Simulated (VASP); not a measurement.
An input for Ansatz (written as the equivalent of a VASP run, and not itself run):

Ansatz 0.2 input:
```yaml
crystal:
  lattice:
    - [5.1624093, -1.7940592, 0.5093606]
    - [5.1624093, 1.7940592, 0.5093606]
    - [4.2459694, 0.0000000, 3.4785495]
  atoms:
    - { symbol: As, position: [0.2115766, 0.2115766, 0.2115766] }
    - { symbol: As, position: [0.7884234, 0.7884234, 0.7884234] }
kpoints:
  mp_grid: { grid: [8, 8, 8] }
hamiltonian:
  xc: r2scan
  pseudopotentials: { kind: paw }
scf:
  occupations: { method: gaussian, width: 0.05 }
  max_iter: 100
output: { forces: true, stress: true, eigenvalues: true }
```

Write the VASP files for the same calculation (r2SCAN).

This is not unique; one that fits is 
**KPOINTS**
```
Regular mesh
0
G
 8 8 8
```

### POSCAR
```
As
5.1624090
  1.0000000520  -0.3475236523   0.0986672223
  1.0000000520   0.3475236523   0.0986672223
  0.8224782954   0.0000000000   0.6738229282
As
2
Direct
  0.2115766049   0.2115766049   0.2115766048
  0.7884233951   0.7884233951   0.7884233952
```

**INCAR**
```
LMIXTAU=.TRUE.
SYSTEM=As
PREC=Accurate
ENCUT=480   ! plane-wave cut-off (eV)
LWAVE=.FALSE.
LMAXMIX=4   ! l cut-off of mixed one-centre charges
ISMEAR=0   ! Gaussian
LREAL=.FALSE.
EDIFF=1E-7
ISIF=2
SIGMA=0.05   ! width (eV)
LASPH=.TRUE.   ! aspherical one-centre terms
LCHARG=.FALSE.
NELM=100   ! most electronic steps
ALGO=Normal   ! blocked Davidson
METAGGA=R2SCAN
```

POTCAR, in this order: As (PBE.64 set). Program: vasp_std.

What does not carry over: each code has its own PAW files, so the cut-off isn't converted (ENCUT is set for VASP's; basis.ecutwfc is left out, and Ansatz then takes the one that its files recommend); Ansatz stops its SCF on the density residual and VASP on the energy change (EDIFF).

The compound is As in the a7 structure. It was relaxed first, which changed the volume by +32 %.
